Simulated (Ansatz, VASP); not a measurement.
# Cross-check of CaAl2Si2O8 (glassy CaAl2Si2O8) between VASP and Ansatz

Wanted: the spread between two codes on one cell, functional and k mesh. The structure shown is the end of the Ansatz relaxation below.

Program: Ansatz 0.2.0. Level of theory: plane waves, with VASP 6.6.1 beside it; single point at PBE. Results are calculated unless marked as measured.

### Step 1. Set-up

The cell holds 156 atoms: 24 Al, 12 Ca, 96 O and 24 Si. Its edges and angles: a = 12.697 Å, b = 12.697 Å, c = 12.697 Å, α = 90.0°, β = 90.0°, γ = 90.0°. As first built, before any earlier steps moved the atoms (in the runner's words): 156 atoms (24 Al, 12 Ca, 96 O, 24 Si) placed at random at 2.71 g/cm^3, melted at 4500 K for 20 ps at fixed volume with the Morse and Coulomb pair potential with partial charges (Pedone, Malavasi, Menziani, Cormack and Segre, J. Phys. Chem. B 110, 11780 (2006)). Quenched from 4500 K to 300 K at 20 K/ps and fixed volume, held 5 ps. The density is a measured one. The cell carries charge +1.

### Step 2. Ansatz: relaxation, PBE

Ansatz runs on its default PAW (the set named soft_2) files.

This run makes the geometry at which the two programs are then compared.

Contents of input.yaml:

```yaml
crystal:
  lattice:
    - [12.6974, 0.0, 0.0]
    - [0.0, 12.6974, 0.0]
    - [0.0, 0.0, 12.6974]
  atoms:
    - { symbol: Al, position: [0.57973, 0.2855, 0.34142] }
    - { symbol: Al, position: [0.52559, 0.42857, 0.61264] }
    - { symbol: Al, position: [0.29971, 0.436, 0.49997] }
    - { symbol: Al, position: [0.64322, 0.76556, 0.44626] }
    - { symbol: Al, position: [0.39119, 0.10094, 0.90861] }
    - { symbol: Al, position: [0.51105, 0.46683, 0.20209] }
    - { symbol: Al, position: [0.95542, 0.05238, 0.00669] }
    - { symbol: Al, position: [0.36413, 0.64075, 0.22877] }
    - { symbol: Al, position: [0.85229, 0.52494, 0.29096] }
    - { symbol: Al, position: [0.52884, 0.53072, 0.41532] }
    - { symbol: Al, position: [0.29011, 0.30026, 0.05251] }
    - { symbol: Al, position: [0.24408, 0.76882, 0.56357] }
    - { symbol: Al, position: [0.73239, 0.15664, 0.99698] }
    - { symbol: Al, position: [0.03614, 0.93138, 0.39025] }
    - { symbol: Al, position: [0.76495, 0.90504, 0.02196] }
    - { symbol: Al, position: [0.80704, 0.0235, 0.81155] }
    - { symbol: Al, position: [0.27162, 0.41362, 0.76319] }
    - { symbol: Al, position: [0.32721, 0.76951, 0.97104] }
    - { symbol: Al, position: [0.0869, 0.55747, 0.21087] }
    - { symbol: Al, position: [0.82945, 0.85082, 0.27305] }
    - { symbol: Al, position: [0.61234, 0.92304, 0.66448] }
    - { symbol: Al, position: [0.41463, 0.82878, 0.40798] }
    - { symbol: Al, position: [0.56283, 0.80577, 0.87369] }
    - { symbol: Al, position: [0.5594, 0.0238, 0.05921] }
    - { symbol: Ca, position: [0.93502, 0.69357, 0.44812] }
    - { symbol: Ca, position: [0.81045, 0.76913, 0.78005] }
    - { symbol: Ca, position: [0.13014, 0.13759, 0.18332] }
    - { symbol: Ca, position: [0.55031, 0.99705, 0.2953] }
    - { symbol: Ca, position: [0.91892, 0.69178, 0.07326] }
    - { symbol: Ca, position: [0.49183, 0.70191, 0.64414] }
[... 120 atom lines left out ...]
    - { symbol: Si, position: [0.77164, 0.44724, 0.52002] }
    - { symbol: Si, position: [0.27933, 0.02266, 0.4084] }
    - { symbol: Si, position: [0.10239, 0.26963, 0.89705] }
    - { symbol: Si, position: [0.24995, 0.66653, 0.77439] }
    - { symbol: Si, position: [0.54384, 0.55182, 0.83913] }
    - { symbol: Si, position: [0.69918, 0.23452, 0.78597] }
total_charge: 1
kpoints:
  mp_grid: { grid: [1, 1, 1] }
hamiltonian:
  xc: pbe
scf:
  occupations: { method: fermi_dirac, width: 0.01 }
  lower_state_search: "off"
output:
  forces: true
magnetization:
  spin_polarized: true
  initial_magnetization: 1
relax:
  f_tol: 0.05
  max_steps: 90
```

The run is started by

```
$ ansatz run input.yaml --threads 4 --pin off --max-ram 15872MiB --backend cpu --events-out ev --progress --plain --runs-dir out
```

Numbers of over 12 decimals in the logs are rounded to 6 here.

What it wrote:

```text
Engine: ansatz 0.2.0, x86_64-unknown-linux-gnu
Pseudopotentials: kind: paw
Pseudopotential: Al, paw, valence charge 3, recommended cutoff 420 eV (normal), Al.paw.azcp
Pseudopotential: Ca, paw, valence charge 10, recommended cutoff 420 eV (normal), Ca.paw.azcp
Pseudopotential: O, paw, valence charge 6, recommended cutoff 420 eV (normal), O.paw.azcp
Pseudopotential: Si, paw, valence charge 4, recommended cutoff 420 eV (normal), Si.paw.azcp
Functional definition: PBE
  parameter kappa = 0.804
  parameter beta = 0.066725
  exchange = pbe_x(kappa = kappa, mu = beta*pi^2/3)
  correlation = pbe_c(beta = beta)
Crystal: 156 atoms, lattice volume = 2047.125 Å³
Basis set: ecut = 420 eV, 40099 PW (Γ), exchange–correlation on 180×180×180 points (8 copies of the dense FFT grid, shifted against one another)
Bands: 588, of which v1, the nominal top of the filled ones, is band 432 counted from 1 (431 counted from 0)
Symmetry: 1 space group operations
Space group: P1 (ITA 1), of the structure as read, at distance tolerance 1.3e-4 Å
Magnetic group: BNS 1.1 (UNI 1), of the structure as read, at distance tolerance 1.3e-4 Å
k-points: 1
Non-local potential: Al, projectors of the file, l = 0: 2, l = 1: 2, l = 2: 1
Non-local potential: Ca, projectors of the file, l = 0: 3, l = 1: 2, l = 2: 2
Non-local potential: O, projectors of the file, l = 0: 2, l = 1: 2, l = 2: 1
Non-local potential: Si, projectors of the file, l = 0: 2, l = 1: 2, l = 2: 2
PAW form: soft (Blöchl's): semilocal exchange-correlation on the pseudo side does not see the compensation charge
PAW one-centre angular grid: Al, 110 points (default); XC on 64 Gauss nodes
PAW one-centre angular grid: Ca, 110 points (default); XC on 64 Gauss nodes
PAW one-centre angular grid: O, 110 points (default); XC on 64 Gauss nodes
PAW one-centre angular grid: Si, 110 points (default); XC on 64 Gauss nodes
Initial density: superposition of atomic densities (chi_scale 0.1, normalization cell, long waves 64 % of neutral atoms scaled as one to the charged cell's electrons (reshape's long-wave potential 1.64 eV rms, cloud 2.42 Å wide))
Starting moments: Σ|m| = 1 μB on 156 of 156 sites
Initial wavefunctions: pseudopotential atomic-orbital guess
Functional: x = pbe(κ = 0.804, μ = 0.219515), c = pbe(β = 0.066725)
SCF iter   1: F=—  HF=-104734.145244 eV  |F-HF|=—  |Δ(HF+E_count)|=         —  Δρ=5.17e-2 (↑5.11e-2 ↓5.17e-2)  dr2=2.78e2  dr2_m=4.98e-1  M=1.000 μB ∫|m|=1.052 μB  β_m=1.00  ethr=3.10e-3  ⟨swp⟩=7.0  Hψ=5604  notcnv=0  defer=250
preconditioner: auto → Resta (q_TF=auto, 2.362 Å⁻¹)  ε∞=3.8  [insulator: Δε(μ)=0.339 eV  Ē_g=13.554 eV  σ=0.010 eV  W_gap=1.00  n_scr=460 (ndim 8)  ℏωp=22.7 eV  f_vac=0.027  D(μ)=0.00/eV (n_scr^D=0)  ε∞_Penn≈3.8]
spin=Collinear: Resta preconditioning applied to the charge; magnetization (m = ρ↑ − ρ↓) channel mixes plain (no charge-response kernel on spin).
SCF iter   2: F=—  HF=-104674.870061 eV  |F-HF|=—  |Δ(HF+E_count)|=         —  Δρ=2.88e-2 (↑2.72e-2 ↓2.88e-2)  dr2=9.88e1  dr2_m=3.92e-1  M=0.127 μB ∫|m|=0.312 μB  β_m=0.30  ethr=3.10e-3  ⟨swp⟩=3.0  Hψ=2210  notcnv=0  defer=304
Mixer restart at iter 2: flushing history
preconditioner: auto → Kerker (q_TF=auto, 2.362 Å⁻¹)  [metal: Δε(μ)=0.005 eV  Ē_g=14.773 eV  σ=0.010 eV  W_gap=0.12  n_scr=460 (ndim 8)  ℏωp=23.6 eV  f_vac=0.030  D(μ)=50.09/eV (n_scr^D=340)]
spin=Collinear: Kerker preconditioning applied to the charge; magnetization (m = ρ↑ − ρ↓) channel mixes plain (no charge-response kernel on spin).
SCF iter   3: F=—  HF=-104662.718817 eV  |F-HF|=—  |Δ(HF+E_count)|=    1.22e1  Δρ=2.01e-2 (↑2.01e-2 ↓2.01e-2)  dr2=6.03e1  dr2_m=4.04e-2  M=0.811 μB ∫|m|=0.888 μB  β_m=0.30  ethr=3.10e-3  ⟨swp⟩=3.5  Hψ=1977  notcnv=0  defer=304
SCF iter   4: F=—  HF=-104651.544326 eV  |F-HF|=—  |Δ(HF+E_count)|=    1.12e1  Δρ=1.37e-2 (↑1.12e-2 ↓1.37e-2)  dr2=2.59e1  dr2_m=2.34e-1  M=0.450 μB ∫|m|=0.611 μB  β_m=0.30  ethr=3.10e-3  ⟨swp⟩=6.5  Hψ=1769  notcnv=0  defer=304
SCF iter   5: F=—  HF=-104648.550217 eV  |F-HF|=—  |Δ(HF+E_count)|=    2.99e0  Δρ=1.02e-2 (↑7.25e-3 ↓1.02e-2)  dr2=1.48e1  dr2_m=2.45e-1  M=0.812 μB ∫|m|=0.915 μB  β_m=0.30  ethr=3.00e-3  ⟨swp⟩=4.0  Hψ=1376  notcnv=0  defer=302
SCF iter   6: F=—  HF=-104647.303982 eV  |F-HF|=—  |Δ(HF+E_count)|=    1.25e0  Δρ=7.23e-3 (↑5.29e-3 ↓7.23e-3)  dr2=1.00e1  dr2_m=6.19e-2  M=0.615 μB ∫|m|=0.723 μB  β_m=0.30  ethr=1.72e-3  ⟨swp⟩=4.0  Hψ=1515  notcnv=0  defer=302
SCF iter   7: F=—  HF=-104646.503627 eV  |F-HF|=—  |Δ(HF+E_count)|=   8.00e-1  Δρ=8.30e-3 (↑5.08e-3 ↓8.30e-3)  dr2=7.89e0  dr2_m=1.16e-1  M=0.989 μB ∫|m|=1.071 μB  β_m=0.30  ethr=1.16e-3  ⟨swp⟩=2.0  Hψ=1364  notcnv=0  defer=302
SCF iter   8: F=—  HF=-104646.180675 eV  |F-HF|=—  |Δ(HF+E_count)|=   3.23e-1  Δρ=7.37e-3 (↑4.48e-3 ↓7.37e-3)  dr2=6.50e0  dr2_m=1.72e-1  M=0.871 μB ∫|m|=1.004 μB  β_m=0.30  ethr=9.15e-4  ⟨swp⟩=2.0  Hψ=876  notcnv=0  defer=302
[...]
- { symbol: O, position: [0.207470, 0.633552, 0.255048] }
    - { symbol: O, position: [0.667968, 0.252415, 0.240875] }
    - { symbol: O, position: [0.536900, 0.021710, 0.610012] }
    - { symbol: O, position: [0.327789, 0.751614, 0.830725] }
    - { symbol: O, position: [0.269742, 0.039427, 0.889616] }
    - { symbol: O, position: [0.643319, 0.452113, 0.542910] }
    - { symbol: O, position: [0.132790, 0.432931, 0.248242] }
    - { symbol: O, position: [0.744592, 0.936923, 0.722378] }
    - { symbol: O, position: [0.253396, 0.542604, 0.809934] }
    - { symbol: O, position: [0.622981, 0.504416, 0.130407] }
    - { symbol: O, position: [0.522234, 0.860628, 0.752778] }
    - { symbol: O, position: [0.645230, 0.484297, 0.882556] }
    - { symbol: O, position: [0.820730, 0.836691, 0.131107] }
    - { symbol: O, position: [0.576686, 0.674815, 0.820827] }
    - { symbol: O, position: [0.252044, 0.402989, 0.624322] }
    - { symbol: O, position: [0.066659, 0.168227, 0.825756] }
    - { symbol: O, position: [0.809922, 0.528437, 0.426575] }
    - { symbol: O, position: [0.574537, 0.421476, 0.334697] }
    - { symbol: O, position: [0.843235, 0.442749, 0.969353] }
    - { symbol: O, position: [0.655893, 0.834830, 0.567808] }
    - { symbol: O, position: [0.399568, 0.537582, 0.131339] }
    - { symbol: O, position: [0.710934, 0.228345, 0.658405] }
    - { symbol: O, position: [0.687760, 0.840069, 0.926376] }
    - { symbol: O, position: [0.790026, 0.302400, 0.848515] }
[...]
- { symbol: O, position: [0.996628, 0.330836, 0.943772] }
    - { symbol: O, position: [0.085604, 0.038376, 0.664417] }
    - { symbol: O, position: [0.472668, 0.787628, 0.984405] }
    - { symbol: O, position: [0.263871, 0.333868, 0.388035] }
    - { symbol: O, position: [0.509252, 0.517470, 0.718989] }
    - { symbol: O, position: [0.709610, 0.119700, 0.849280] }
    - { symbol: O, position: [0.379218, 0.956297, 0.358562] }
    - { symbol: O, position: [0.837753, 0.466100, 0.627481] }
    - { symbol: Si, position: [0.322477, 0.240885, 0.308496] }
    - { symbol: Si, position: [0.786143, 0.287581, 0.208002] }
    - { symbol: Si, position: [0.888099, 0.560936, 0.701477] }
    - { symbol: Si, position: [0.762157, 0.524625, 0.915197] }
    - { symbol: Si, position: [0.352043, 0.535488, 0.010688] }
    - { symbol: Si, position: [0.689178, 0.609958, 0.121918] }
    - { symbol: Si, position: [0.867787, 0.310579, 0.957689] }
    - { symbol: Si, position: [0.187236, 0.962409, 0.951172] }
    - { symbol: Si, position: [0.463573, 0.267261, 0.763104] }
    - { symbol: Si, position: [0.047824, 0.796435, 0.830256] }
    - { symbol: Si, position: [0.505228, 0.227082, 0.087863] }
    - { symbol: Si, position: [0.512951, 0.790098, 0.110952] }
    - { symbol: Si, position: [0.731496, 0.216564, 0.530055] }
    - { symbol: Si, position: [0.012941, 0.135426, 0.710683] }
    - { symbol: Si, position: [0.227803, 0.653550, 0.383264] }
    - { symbol: Si, position: [0.127064, 0.355368, 0.347828] }
    - { symbol: Si, position: [0.064281, 0.916030, 0.636309] }
    - { symbol: Si, position: [0.885951, 0.069295, 0.260182] }
    - { symbol: Si, position: [0.770298, 0.448086, 0.519049] }
    - { symbol: Si, position: [0.278809, 0.022636, 0.409131] }
    - { symbol: Si, position: [0.102223, 0.269404, 0.896271] }
    - { symbol: Si, position: [0.250750, 0.665920, 0.773999] }
    - { symbol: Si, position: [0.543515, 0.551518, 0.840041] }
    - { symbol: Si, position: [0.699480, 0.234976, 0.786103] }
```

### Step 3. VASP: single point, PBE

The same cell, functional, mesh and smearing now go to VASP, with its own data sets and cutoff.

Lines of VASP's logs that name or quote its potential files are left out, and so is its time.

Contents of INCAR:

```
SYSTEM = CaAl2Si2O8
PREC = Accurate
ENCUT = 520
EDIFF = 1E-05
NELM = 100
ISMEAR = -1
SIGMA = 0.01
LREAL = Auto
ALGO = Fast
GGA = PE
NELECT = 863
NBANDS = 540
ISPIN = 2
MAGMOM = -0 -0 -0 -0 -0 -0 -0 -0 -0 -0 -0 0 -0 0 0 0 0 0 -0 -0 -0 0 -0 -0 -0 -0 -0 0 -0 -0 -0 -0 -0 -0 -0 -0 0 0 0 0 0 0.01 0 0.02 0 0.03 0 0.01 0.01 0.01 0 0.19 0 0.01 0 0.04 0 0 0 0.01 0 0 0 0 0 0 0 0 0.06 0 0 0 0 0 0 0 0.03 0 0.06 0 0 0 0 0 0 0.04 0 0 0 0 0 0 0 0 0.15 0 -0 0 0 0 0 0 0 0 0 0 0 0 0 0 0.02 0.01 0 0 0 0 0 0 -0 0 0 0 0 0 0 0 0 0 0 0 0 0 0 -0 -0 -0 0 0 -0 -0 -0 -0 -0 -0 -0 0 0 -0 0 -0 0 -0 -0 -0 0 -0
LORBIT = 11
LWAVE = .FALSE.
LCHARG = .FALSE.
ISIF = 2
```

Contents of POSCAR:

```
CaAl2Si2O8
1.0
   12.6974000000      0.0000000000      0.0000000000
    0.0000000000     12.6974000000      0.0000000000
    0.0000000000      0.0000000000     12.6974000000
Al Ca O Si
24 12 96 24
Direct
    0.5795300000      0.2849300000      0.3413000000
    0.5250400000      0.4295100000      0.6128500000
    0.3001800000      0.4366800000      0.4999000000
    0.6426000000      0.7670200000      0.4447200000
    0.3921700000      0.1006900000      0.9078900000
    0.5115000000      0.4667500000      0.2027200000
    0.9562700000      0.0521200000      0.0063300000
    0.3660200000      0.6411700000      0.2302900000
    0.8512800000      0.5243700000      0.2903600000
    0.5309100000      0.5310300000      0.4164800000
    0.2903100000      0.2997500000      0.0515400000
    0.2445100000      0.7693600000      0.5636200000
    0.7326800000      0.1567500000      0.9969700000
    0.0362500000      0.9310400000      0.3906300000
    0.7649400000      0.9052100000      0.0225400000
    0.8078800000      0.0238800000      0.8122500000
    0.2718700000      0.4127000000      0.7625300000
    0.3273500000      0.7690900000      0.9713300000
    0.0886300000      0.5577900000      0.2128400000
    0.8295300000      0.8511900000      0.2733300000
    0.6130200000      0.9230900000      0.6682400000
    0.4142500000      0.8294400000      0.4077900000
    0.5629700000      0.8049300000      0.8749400000
    0.5598400000      0.0243000000      0.0587800000
    0.9327000000      0.6949200000      0.4476400000
    0.8109300000      0.7692900000      0.7858900000
    0.1309100000      0.1358400000      0.1808500000
    0.5502300000      0.9975400000      0.2940400000
    0.9176000000      0.6927200000      0.0742600000
    0.4882400000      0.7014300000      0.6450400000
[... 120 atom lines left out ...]
    0.7703000000      0.4480900000      0.5190500000
    0.2788100000      0.0226400000      0.4091300000
    0.1022200000      0.2694000000      0.8962700000
    0.2507500000      0.6659200000      0.7740000000
    0.5435200000      0.5515200000      0.8400400000
    0.6994800000      0.2349800000      0.7861000000
```

Contents of KPOINTS:

```
Automatic mesh
0
Gamma
1 1 1
0 0 0
```

PAW data sets: Al, Ca_sv, O and Si (PBE family, release 64).

The run is started by

```
$ export OMP_NUM_THREADS=5
$ mpirun -np 1 vasp_gam
```

What it wrote:

```text
[banner, memory and clock lines left out]
running    1 mpi-ranks, on    1 nodes
[...]
Offloading initialized ...    1 GPUs detected
[...]
LDA part: xc-table for (Slater+PW92), standard interpolation
 POSCAR, INCAR and KPOINTS ok, starting setup
[...]
entering main loop
       N       E                     dE             d eps       ncg     rms          rms(c)
DAV:   1     0.921971161359E+04    0.92197E+04   -0.50293E+05  2168   0.160E+03
DAV:   2    -0.376068132761E+03   -0.95958E+04   -0.92516E+04  2672   0.420E+02
DAV:   3    -0.129489612669E+04   -0.91883E+03   -0.91193E+03  2576   0.142E+02
DAV:   4    -0.132687139384E+04   -0.31975E+02   -0.31838E+02  2664   0.256E+01
DAV:   5    -0.133004169573E+04   -0.31703E+01   -0.31681E+01  3888   0.534E+00BRMIX: very serious problems
 the old and the new charge density differ
 old charge density:   864.00000 new  863.00000
    0.889E+01
RMM:   6    -0.116273636022E+04    0.16731E+03   -0.72152E+02  2584   0.316E+01    0.369E+01
RMM:   7    -0.116688582000E+04   -0.41495E+01   -0.83277E+01  2650   0.986E+00    0.195E+01
RMM:   8    -0.116818972783E+04   -0.13039E+01   -0.21141E+01  3284   0.499E+00    0.128E+01
RMM:   9    -0.116717355826E+04    0.10162E+01   -0.44623E+00  3301   0.268E+00    0.993E+00
[...]
RMM:  22    -0.116678405356E+04   -0.80572E-03   -0.19853E-03  4266   0.576E-02    0.477E-01
RMM:  23    -0.116678382109E+04    0.23247E-03   -0.11001E-03  4236   0.414E-02    0.308E-01
RMM:  24    -0.116678400129E+04   -0.18020E-03   -0.58413E-04  4181   0.417E-02    0.152E-01
WARNING in EDDRMM: call to ZHEGV failed, returncode =   8  4    224
WARNING in EDDRMM: call to ZHEGV failed, returncode =   8  4    317
RMM:  25    -0.116678406780E+04   -0.66512E-04   -0.34299E-04  3747   0.224E-02    0.104E-01
WARNING in EDDRMM: call to ZHEGV failed, returncode =   6  3    173
WARNING in EDDRMM: call to ZHEGV failed, returncode =   6  3    208
WARNING in EDDRMM: call to ZHEGV failed, returncode =   6  3    215
RMM:  26    -0.116678409163E+04   -0.23824E-04   -0.17230E-04  3396   0.162E-02    0.251E-02
WARNING in EDDRMM: call to ZHEGV failed, returncode =   6  3    293
RMM:  27    -0.116678410039E+04   -0.87633E-05   -0.76748E-05  2939   0.977E-03
   1 F= -.11667841E+04 E0= -.11667771E+04  d E =-.139035E-01  mag=    -1.0005
```

Parts of OUTCAR (step 3):

```text
  Total      -24.7034256     12.4852403    -35.8188197     -7.2293043      2.0153147     -7.0352073
  in kB      -19.3340733      9.7715416    -28.0335082     -5.6579966      1.5772809     -5.5060871
  external PRESSURE =     -12.5320133 kB  Pullay stress =       0.0000000 kB

 magnetization (x)
# of ion       s       p       d       tot
------------------------------------------
    1        0.000   0.000   0.000   0.000
    2       -0.000   0.000   0.000   0.000
    3        0.000   0.000   0.000   0.000
    4        0.000   0.000   0.000   0.001
    5        0.000   0.000   0.000   0.000
    6        0.000   0.000   0.000   0.000
    7        0.000   0.000   0.000   0.000
    8        0.000   0.000   0.000   0.000
    9        0.000   0.000   0.000   0.000
   10        0.000   0.000   0.000   0.000
   11        0.000   0.000   0.000   0.000
   12       -0.000  -0.000   0.000  -0.000
   13        0.000   0.000   0.000   0.000
[...]
--------------------------------------------------
tot         -0.007  -0.792   0.005  -0.794

[... 3 further parts left out ...]
[key lines of the parts left out:]
E-fermi :   2.0639
```

The cell is charged against a uniform background.

The run ends at a pressure of -1.25 GPa, with forces up to 0.072 eV/Å.

### Step 4. Differences

Known differences besides the potentials themselves: VASP starts from the moments at which Ansatz ended; the cutoff is 420 eV in Ansatz and 520 eV in VASP (PREC = Accurate, projectors in real space); VASP leaves aspherical gradient terms in its spheres out (LASPH is not set), Ansatz keeps them; site moments are counted in spheres of each program's own size. Total energies have different zeros and are not compared.

Both answers:

```csv
quantity,Ansatz,VASP,difference
total moment (μB),-1.00,-1.00,0.00
moment on O52 (μB),-0.19,-0.19,0.00
moment on O95 (μB),-0.15,-0.15,0.00
moment on O79 (μB),-0.06,-0.07,+0.01
moment on O69 (μB),-0.07,-0.07,0.00
```

Forces on 9 of the 156 atoms, those with the largest forces and the largest differences (eV/Å; atoms numbered as in POSCAR):

```csv
atom,"Ansatz x, y, z","VASP x, y, z"
Al24,"0.005, 0.005, 0.012","0.035, -0.019, 0.045"
O41,"0.005, -0.001, -0.003","0.053, -0.016, -0.022"
O59,"0.006, 0.003, -0.005","-0.034, -0.046, 0.009"
O60,"0.016, -0.018, 0.046","0.024, -0.011, 0.067"
O81,"-0.002, 0.002, -0.002","-0.044, -0.034, 0.023"
O86,"-0.004, -0.008, 0.004","-0.007, 0.037, -0.041"
O99,"0.002, -0.002, -0.002","0.011, 0.023, -0.055"
Si138,"-0.004, -0.004, 0.005","0.013, 0.060, -0.013"
Si152,"-0.013, 0.000, -0.007","-0.040, 0.000, -0.053"
```

The forces differ by 20 meV/Å r.m.s., which is 95.2 % of the r.m.s. force of 0.02 eV/Å (both taken over all components). VASP's last cycles still show a density residual of 3e-03, so its state may not be settled. Without spin-orbit coupling the overall direction of the spins is arbitrary; the signs of Ansatz's moments are turned here to match VASP's.

### Step 5. Results

```yaml
r_m_s_force_difference_single_point_pbe: 20 meV/Å
```

What this shows: The r.m.s. force difference is 20 meV/Å (single point, PBE), beyond the 12 meV/Å picked in this series as the mark of a large difference. What causes the difference of the single point, PBE pair stays open here. How closely two codes agree says nothing of how well the functional describes the real material.

[Lines on the potential files, build, host, timing and source positions are cut from VASP's logs without a mark.]

[Logs are printed without paths, hosts, clocks, repeated set-up lines and the standing remarks that a program may print on its own settings, such as how far it seeks lower states.]

[Hosts, paths, dates, database ids (printed as entryN), source tags and the programs' standing remarks are cut or masked in the printed files.]
